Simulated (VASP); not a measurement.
VASP input:

INCAR:
```
! general
SYSTEM =LaC
PREC   =Accurate
ENCUT  =520
LREAL  =.False.
LASPH  =.True.

! electronic loop
EDIFF  =1E-6
NELM   =100
ALGO   =Normal
LMAXMIX=6

! smearing
ISMEAR =1
SIGMA  =0.1

! functional
GGA    =PE

! ions
IBRION =2
NSW    =60
ISIF   =3
EDIFFG =-0.02

! output
LWAVE  =.False.
LCHARG =.False.
```

**KPOINTS**
```
Automatic mesh
0
Gamma
9 9 4
0 0 0
```

File POSCAR:
```
LaC
1
    3.7454701201     0.0000000000     0.0000000000
   -1.8727350600     3.2436723779    -0.0000000000
   -0.0000000000    -0.0000000000     6.5533687122
La C
2 2
Direct
  1.0000000000   1.0000000000   0.0000000000
  1.0000000000   0.0000000000   0.5000000000
  0.3333330000   0.6666670000   0.2500000000
  0.6666670000   0.3333330000   0.7500000000
```

POTCAR, in this order: La C (PBE.64 set). Program: vasp_std.

Q: Translate this PBE calculation to Quantum ESPRESSO's pw.x.

A: One equivalent input (not run):
```
&CONTROL
  calculation = 'vc-relax'
  pseudo_dir = './pseudo'
  outdir = './out'
  tprnfor = .true.
  tstress = .true.
  nstep = 60
  forc_conv_thr = 0.00078
/
&SYSTEM
  ibrav = 0
  nat = 4
  ntyp = 2
  ecutwfc = 110
  occupations = 'smearing'
  smearing = 'methfessel-paxton'
  degauss = 0.00735
  input_dft = 'pbe'
/
&ELECTRONS
  conv_thr = 7.3e-08
  electron_maxstep = 100
/
&IONS
/
&CELL
/
ATOMIC_SPECIES
  La 138.905 La.upf
  C 12.011 C.upf
CELL_PARAMETERS angstrom
     3.7454701    0.0000000    0.0000000
    -1.8727351    3.2436724   -0.0000000
    -0.0000000   -0.0000000    6.5533687
ATOMIC_POSITIONS crystal
  La   1.0000000  1.0000000  0.0000000
  La   1.0000000  0.0000000  0.5000000
  C    0.3333330  0.6666670  0.2500000
  C    0.6666670  0.3333330  0.7500000
K_POINTS automatic
  9 9 4 0 0 0
```
The two are equivalent in intent, not identical: the potentials are each code's own (VASP's PAW set, PseudoDojo norm-conserving files in pw.x), so ENCUT and ecutwfc are chosen apart and not converted; conv_thr bounds pw.x's estimated SCF error, while EDIFF bounds the energy change between steps; forc_conv_thr acts on force components and is met together with etot_conv_thr.

The structure was generated: LaC was put into the NiAs type type (P6_3/mmc), which need not be its known phase. This run relaxes it. Symmetry was kept, so distortions that lower it aren't found. The start is the result of an earlier pass.
